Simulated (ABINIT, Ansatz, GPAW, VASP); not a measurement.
Code comparison for Pd (Fm-3m, 1 atom in the cell)

Self-consistent single point.

```yaml
crystal:
  lattice:
    - [0.00000, 1.92983, 1.92983]
    - [1.92983, 0.00000, 1.92983]
    - [1.92983, 1.92983, 0.00000]
  atoms:
    - { symbol: Pd, position: [0.00000, 0.00000, 0.00000] }
```

All programs got the same cell, k-point mesh and kind of occupations (in Ansatz's words: kpoints.mp_grid.grid = 15 15 15; scf.occupations.method = gaussian; scf.occupations.width = 0.01 Ry); potentials, basis and cutoffs are each program's usual ones.

| code | model | pressure (GPa) | cutoff |
|---|---|---|---|
| VASP | PBE, VASP's PBE PAW potentials (set 64) | 12.15 | 300 eV |
| GPAW | PBE, GPAW PAW datasets PBE (gpaw-data 1.0.1) | 12.70 | 600 eV |
| ABINIT | PBE, PAW (JTH v2.0 PBE PAW) | 12.14 | 24 Ha |
| Ansatz | PBE, default PAW files | 12.63 | 30.9 Ry |

The spread over the programs that give each value: pressure within 0.56 GPa.

The starting cell has typed, rounded lattice constants, without a prior relaxation at this level. Its lattice was rescaled by a random factor within 2.5 % of one. On Ansatz's run: Spin polarisation is off. In the base run, with a pressure of about 13 GPa the cell is away from its equilibrium volume at this level.

Q: Why do the programs differ, and what cannot be compared?

A: Differences of this kind can come from the potentials, where these differ, and from what each basis and cutoff leave unconverged. The valence holds different numbers of electrons (VASP 10, GPAW 16, ABINIT 18, Ansatz (a quantum-chemistry and plane-wave program) 18). The zero of total energies and Fermi levels follows the potentials and each program's conventions, so they are not compared here. Ansatz's pressure is given at a fixed set of plane waves, as the other plane-wave codes print theirs; with its correction for the finite basis it is 12.71 GPa. Ansatz's smearing width was typed in Ry to four decimals, so it matches the others to a few per cent.

VASP's run is marked for a possible Pulay error in its stress at this cutoff; no cutoff test was made.

Left out of this page: Quantum ESPRESSO, CP2K, Elk, FLEUR and SIESTA (not drawn, or without a comparable value).

Keys are those of Ansatz 0.2.
